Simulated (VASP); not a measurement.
Calculation: revPBE GGA, VASP's PBE PAW potentials (set 64) (plane waves; VASP 6.6.1).

A VASP calculation is set up with these files.

File POSCAR:
```
PtSe2
1
    1.8904335109    -3.2743271412    -0.0000000000
    1.8904335109     3.2743271412     0.0000000000
   -0.0000000000    -0.0000000000     6.9373600499
Pt Se
1 2
Direct
  1.0000000000   1.0000000000   1.0000000000
  0.3333330000   0.6666670000   0.1879207607
  0.6666670000   0.3333330000   0.8120792393
```

**INCAR**
```
NELM  =  100   ! most electronic steps
ENCUT  =  520   ! plane-wave cut-off (eV)
SIGMA  =  0.05   ! width (eV)
LCHARG  =  .FALSE.
EDIFF  =  1E-6   ! SCF stop (eV)
LREAL  =  .FALSE.   ! projection in real space or not
ALGO  =  Normal   ! blocked Davidson
PREC  =  Accurate
IBRION  =  2   ! conjugate gradients
LMAXMIX  =  6
SYSTEM  =  PtSe2
LASPH  =  .TRUE.   ! aspherical one-centre terms
GGA  =  RE   ! revPBE
NSW  =  60
EDIFFG  =  -0.02
LWAVE  =  .FALSE.
ISMEAR  =  0
ISIF  =  3   ! ions, shape and volume
```

**KPOINTS**
```
Automatic mesh
0
Gamma
6 6 3
0 0 0
```

POTCAR, in this order: Pt Se (PBE.64 set). Program: vasp_std.

The resulting files:

### OSZICAR
```
...
DAV:   6    -0.132684108777E+02   -0.21843E-04   -0.30315E-04   524   0.166E-01    0.267E-02
DAV:   7    -0.132684223428E+02   -0.11465E-04   -0.48462E-05   538   0.684E-02    0.111E-02
DAV:   8    -0.132684330124E+02   -0.10670E-04   -0.20135E-05   510   0.422E-02    0.535E-03
DAV:   9    -0.132684338216E+02   -0.80927E-06   -0.15548E-06   501   0.102E-02
  15 F= -.13268434E+02 E0= -.13268434E+02  d E =-.356274E-02
       N       E                     dE             d eps       ncg     rms          rms(c)
DAV:   1    -0.135079771296E+02   -0.23954E+00   -0.94634E+00   510   0.227E+01    0.314E+00
DAV:   2    -0.133243414454E+02    0.18364E+00   -0.10681E+00   545   0.110E+01    0.153E+00
DAV:   3    -0.132858860454E+02    0.38455E-01   -0.69583E-02   566   0.300E+00    0.632E-01
DAV:   4    -0.132702742114E+02    0.15612E-01   -0.82357E-02   629   0.154E+00    0.276E-01
DAV:   5    -0.132705795460E+02   -0.30533E-03   -0.34593E-03   566   0.476E-01    0.186E-01
DAV:   6    -0.132706823578E+02   -0.10281E-03   -0.13520E-03   517   0.330E-01    0.494E-02
DAV:   7    -0.132707333767E+02   -0.51019E-04   -0.17568E-04   552   0.125E-01    0.245E-02
DAV:   8    -0.132707785904E+02   -0.45214E-04   -0.10794E-04   510   0.940E-02    0.982E-03
DAV:   9    -0.132707823041E+02   -0.37137E-05   -0.68077E-06   566   0.216E-02    0.339E-03
DAV:  10    -0.132707826403E+02   -0.33621E-06   -0.99795E-07   396   0.908E-03
  16 F= -.13270783E+02 E0= -.13270783E+02  d E =-.591156E-02
       N       E                     dE             d eps       ncg     rms          rms(c)
DAV:   1    -0.141129654360E+02   -0.84218E+00   -0.35281E+01   510   0.438E+01    0.644E+00
DAV:   2    -0.134739279409E+02    0.63904E+00   -0.38501E+00   538   0.207E+01    0.306E+00
DAV:   3    -0.133376962796E+02    0.13623E+00   -0.25474E-01   601   0.564E+00    0.137E+00
DAV:   4    -0.132711480082E+02    0.66548E-01   -0.24766E-01   622   0.269E+00    0.557E-01
DAV:   5    -0.132719791732E+02   -0.83117E-03   -0.63658E-03   615   0.608E-01    0.372E-01
DAV:   6    -0.132723332538E+02   -0.35408E-03   -0.53309E-03   524   0.554E-01    0.961E-02
DAV:   7    -0.132727370095E+02   -0.40376E-03   -0.63540E-04   524   0.204E-01    0.581E-02
DAV:   8    -0.132729694627E+02   -0.23245E-03   -0.71632E-04   524   0.212E-01    0.188E-02
DAV:   9    -0.132729835951E+02   -0.14132E-04   -0.36897E-05   636   0.526E-02    0.946E-03
DAV:  10    -0.132729842218E+02   -0.62664E-06   -0.38746E-06   465   0.172E-02
  17 F= -.13272984E+02 E0= -.13272984E+02  d E =-.811314E-02
       N       E                     dE             d eps       ncg     rms          rms(c)
DAV:   1    -0.133031581856E+02   -0.30175E-01   -0.12406E+00   510   0.805E+00    0.105E+00
DAV:   2    -0.132803138228E+02    0.22844E-01   -0.13910E-01   524   0.394E+00    0.514E-01
DAV:   3    -0.132750965962E+02    0.52172E-02   -0.93094E-03   580   0.111E+00    0.193E-01
DAV:   4    -0.132732483144E+02    0.18483E-02   -0.10664E-02   629   0.553E-01    0.101E-01
DAV:   5    -0.132730457290E+02    0.20259E-03   -0.49280E-04   657   0.190E-01    0.675E-02
DAV:   6    -0.132728817794E+02    0.16395E-03   -0.16433E-04   671   0.103E-01    0.174E-02
DAV:   7    -0.132728325855E+02    0.49194E-04   -0.43834E-05   678   0.442E-02    0.916E-03
DAV:   8    -0.132728241586E+02    0.84269E-05   -0.12532E-05   678   0.239E-02    0.346E-03
DAV:   9    -0.132728241516E+02    0.70297E-08   -0.74272E-07   514   0.705E-03
  18 F= -.13272824E+02 E0= -.13272824E+02  d E =-.795307E-02
       N       E                     dE             d eps       ncg     rms          rms(c)
DAV:   1    -0.132750068328E+02   -0.21827E-02   -0.87063E-02   524   0.214E+00    0.284E-01
DAV:   2    -0.132733904694E+02    0.16164E-02   -0.97664E-03   510   0.104E+00    0.139E-01
DAV:   3    -0.132730337999E+02    0.35667E-03   -0.64215E-04   594   0.291E-01    0.533E-02
DAV:   4    -0.132728974991E+02    0.13630E-03   -0.77175E-04   629   0.148E-01    0.269E-02
DAV:   5    -0.132728896884E+02    0.78107E-05   -0.36979E-05   615   0.515E-02    0.176E-02
DAV:   6    -0.132728820326E+02    0.76558E-05   -0.12155E-05   657   0.307E-02    0.509E-03
DAV:   7    -0.132728792433E+02    0.27894E-05   -0.27432E-06   573   0.135E-02    0.254E-03
DAV:   8    -0.132728785855E+02    0.65771E-06   -0.10237E-06   507   0.733E-03
  19 F= -.13272879E+02 E0= -.13272879E+02  d E =-.800750E-02
       N       E                     dE             d eps       ncg     rms          rms(c)
DAV:   1    -0.132769949167E+02   -0.41157E-02   -0.16663E-01   510   0.296E+00    0.393E-01
DAV:   2    -0.132739185327E+02    0.30764E-02   -0.18611E-02   510   0.144E+00    0.193E-01
DAV:   3    -0.132732405913E+02    0.67794E-03   -0.12181E-03   587   0.401E-01    0.740E-02
DAV:   4    -0.132729799050E+02    0.26069E-03   -0.14728E-03   629   0.205E-01    0.371E-02
DAV:   5    -0.132729654592E+02    0.14446E-04   -0.70096E-05   601   0.706E-02    0.243E-02
DAV:   6    -0.132729506432E+02    0.14816E-04   -0.24047E-05   657   0.429E-02    0.716E-03
DAV:   7    -0.132729451617E+02    0.54816E-05   -0.53398E-06   629   0.190E-02    0.354E-03
DAV:   8    -0.132729438397E+02    0.13219E-05   -0.20392E-06   515   0.104E-02    0.130E-03
DAV:   9    -0.132729437478E+02    0.91917E-07   -0.18219E-07   500   0.296E-03
  20 F= -.13272944E+02 E0= -.13272944E+02  d E =-.807266E-02
       N       E                     dE             d eps       ncg     rms          rms(c)
DAV:   1    -0.132739899050E+02   -0.10461E-02   -0.54444E-02   510   0.160E+00    0.195E-01
DAV:   2    -0.132734668098E+02    0.52310E-03   -0.48826E-03   510   0.698E-01    0.893E-02
DAV:   3    -0.132733373245E+02    0.12949E-03   -0.27219E-04   566   0.185E-01    0.351E-02
DAV:   4    -0.132732970360E+02    0.40289E-04   -0.24847E-04   650   0.837E-02    0.171E-02
DAV:   5    -0.132732958162E+02    0.12197E-05   -0.65069E-06   643   0.219E-02    0.121E-02
DAV:   6    -0.132732942929E+02    0.15233E-05   -0.41281E-06   608   0.168E-02    0.255E-03
DAV:   7    -0.132732938561E+02    0.43678E-06   -0.49013E-07   563   0.695E-03
  21 F= -.13273294E+02 E0= -.13273294E+02  d E =-.350108E-03
       N       E                     dE             d eps       ncg     rms          rms(c)
DAV:   1    -0.132799664342E+02   -0.66721E-02   -0.48820E-01   510   0.478E+00    0.590E-01
DAV:   2    -0.132752919224E+02    0.46745E-02   -0.43836E-02   510   0.209E+00    0.269E-01
DAV:   3    -0.132741397849E+02    0.11521E-02   -0.24485E-03   573   0.552E-01    0.107E-01
DAV:   4    -0.132737741835E+02    0.36560E-03   -0.22141E-03   650   0.249E-01    0.510E-02
DAV:   5    -0.132737646764E+02    0.95071E-05   -0.55023E-05   601   0.637E-02    0.362E-02
DAV:   6    -0.132737511737E+02    0.13503E-04   -0.37221E-05   657   0.500E-02    0.779E-03
DAV:   7    -0.132737469257E+02    0.42480E-05   -0.43971E-06   645   0.204E-02    0.326E-03
DAV:   8    -0.132737450043E+02    0.19214E-05   -0.23758E-06   516   0.104E-02    0.104E-03
DAV:   9    -0.132737448511E+02    0.15322E-06   -0.22261E-07   542   0.304E-03
  22 F= -.13273745E+02 E0= -.13273745E+02  d E =-.801103E-03
       N       E                     dE             d eps       ncg     rms          rms(c)
DAV:   1    -0.132774253616E+02   -0.36804E-02   -0.85413E-02   524   0.247E+00    0.376E-01
DAV:   2    -0.132745347345E+02    0.28906E-02   -0.14582E-02   524   0.131E+00    0.184E-01
DAV:   3    -0.132739783504E+02    0.55638E-03   -0.11449E-03   531   0.380E-01    0.722E-02
DAV:   4    -0.132738364985E+02    0.14185E-03   -0.79992E-04   629   0.151E-01    0.361E-02
DAV:   5    -0.132738346211E+02    0.18774E-05   -0.33856E-05   678   0.558E-02    0.267E-02
DAV:   6    -0.132738293599E+02    0.52611E-05   -0.15594E-05   657   0.348E-02    0.370E-03
DAV:   7    -0.132738286793E+02    0.68069E-06   -0.14521E-06   571   0.102E-02
  23 F= -.13273829E+02 E0= -.13273829E+02  d E =-.838282E-04
```

### OUTCAR
```
------------------------ aborting loop because EDIFF is reached ----------------------------------------
  FORCE on cell =-STRESS in cart. coord.  units (eV):
  Direction    XX          YY          ZZ          XY          YZ          ZX
  --------------------------------------------------------------------------------------
  Total       -0.0455288     -0.0455288     -0.0108729     -0.0000000      0.0000000      0.0000000
  in kB       -0.7254752     -0.7254753     -0.1732531     -0.0000000      0.0000000      0.0000000
  external PRESSURE =      -0.5414012 kB  Pullay stress =       0.0000000 kB
  volume of cell :      100.55
      direct lattice vectors                 reciprocal lattice vectors
     1.887029722 -3.268431605 -0.000000000     0.264966680 -0.152978572  0.000000000
     1.887029722  3.268431605  0.000000000     0.264966680  0.152978572  0.000000000
    -0.000000000 -0.000000000  8.151276410    -0.000000000 -0.000000000  0.122680173
 POSITION                                       TOTAL-FORCE (eV/Angst)
 -----------------------------------------------------------------------------------
      0.00000     -0.00000      0.00000         0.000000     -0.000000      0.000000
      1.88703      1.08948      1.30550         0.000000      0.000000     -0.005565
      1.88703     -1.08948      6.84577        -0.000000     -0.000000      0.005565
 -----------------------------------------------------------------------------------
    total drift:                                0.000000     -0.000000      0.000000
  FREE ENERGIE OF THE ION-ELECTRON SYSTEM (eV)
  ---------------------------------------------------
  free  energy   TOTEN  =       -13.2738286793 eV

  energy  without entropy=      -13.2738286793  energy(sigma->0) =      -13.27382868

 reached required accuracy - stopping structural energy minimisation
```
(Selected blocks of OUTCAR.)

**CONTCAR**
```
PtSe2
   1.00000000000000
     1.8870297224495294   -3.2684316050163225   -0.0000000000000003
     1.8870297224495294    3.2684316050163225    0.0000000000000005
    -0.0000000000000005   -0.0000000000000003    8.1512764102603334
  Pt              Se
     1     2
Direct
     0.0000000000000000    0.0000000000000000    0.0000000000000000
     0.3333330000000032    0.6666669999999968    0.1601593865987274
     0.6666669999999968    0.3333330000000032    0.8398406134012726
```

Energy and stress use the plane-wave basis of the starting cell. Without a dispersion term in the relaxation, distances and binding between the weakly bound layers, chains or molecules are unreliable, and so is what depends on them.

The compound is PtSe2 in the 1T layered structure. This run relaxes it. Symmetry was kept, so distortions that lower it aren't found. The start is the result of an earlier pass.
